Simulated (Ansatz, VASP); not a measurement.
**BeZn2TeS2: VASP beside Ansatz**

INCAR

```
SYSTEM = BeZn2TeS2
  PREC = Accurate
  ENCUT = 520
  EDIFF = 1E-6
  ISMEAR = 0
  SIGMA = 0.1
  LREAL = .False.
  LASPH = .True.
  NELM = 60
  ALGO = Normal
  ISIF = 2
  LWAVE = .False.
  LCHARG = .False.
  GGA = PE
  NBANDS = 31
```

KPOINTS

```
Automatic mesh
0
Gamma
  4 4 4
  0 0 0
```

Contents of POSCAR:

```
BeZn2TeS2
1.0
    4.4646611800      0.0000000000      0.0000000000
    0.0000000000      4.4646611800      0.0000000000
    0.0000000000      0.0000000000      6.3016325400
Be Zn Te S
1 2 1 2
Direct
    0.0000000000      0.0000000000      0.0000000000
    0.5000000000      0.5000000000      0.0000000000
    0.0000000000      0.0000000000      0.5000000000
    0.5000000000      0.5000000000      0.5000000000
    0.5000000000      0.0000000000      0.7581456300
    0.0000000000      0.5000000000      0.2418543700
```

Input for Ansatz:

```yaml
crystal:
  lattice:
    - [4.46466118, 0.0, 0.0]
    - [0.0, 4.46466118, 0.0]
    - [0.0, 0.0, 6.30163254]
  atoms:
    - { symbol: Be, position: [0.0, 0.0, 0.0] }
    - { symbol: Zn, position: [0.5, 0.5, 0.0] }
    - { symbol: Zn, position: [0.0, 0.0, 0.5] }
    - { symbol: Te, position: [0.5, 0.5, 0.5] }
    - { symbol: S, position: [0.5, 0.0, 0.75814563] }
    - { symbol: S, position: [0.0, 0.5, 0.24185437] }
basis:
  ecutwfc: 420
kpoints:
  mp_grid: { grid: [4, 4, 4] }
hamiltonian:
  xc: pbe
scf:
  occupations: { method: gaussian, width: 0.1 }
  lower_state_search: "off"
output:
  forces: true
  stress: true
  eigenvalues: true
```

Change from the starting cell: species swapped into the Li2MgCdP2 type (P-4m2, No. 115).

Alike in both runs: task single point; functional PBE; k mesh 4 × 4 × 4; occupations gaussian, width 0.1 eV; no spin polarisation.

|  | VASP | Ansatz |
| --- | --- | --- |
| version | VASP 6.6.1 | Ansatz 0.2.0 |
| potentials or method | VASP PAW PBE potentials, release 64 (Be, Zn, Te, S) | scalar-relativistic, plane waves, PAW |
| plane-wave cutoff (eV) | 520 | 420 |
| valence electrons in the cell | 44 | 54 |

Ansatz gave:

| Item | Value |
| --- | --- |
| gap on the k mesh at the Fermi level (eV) | none |
| pressure (GPa) | 0.1 |
| largest component of the traceless stress (GPa) | 1.95 |
| rms of the force components (eV/Å) | 1.080 |

Question: Which values does VASP return?

Answer: gap on the k mesh at the Fermi level (eV): none; pressure (GPa): 0.2; largest component of the traceless stress (GPa): 1.95; rms of the force components (eV/Å): 1.080.

Atom by atom the forces differ by 0.001 eV/Å (rms over components). A gap of «none» marks a metal or a gap that the smearing closes. The two sets of potentials don't hold the same shells in valence.

Caveats: forces of over 1 eV/Å show positions far from the minimum, so gaps and moduli don't describe the material at rest. Spin-orbit coupling is left out, which matters for the levels of Te.
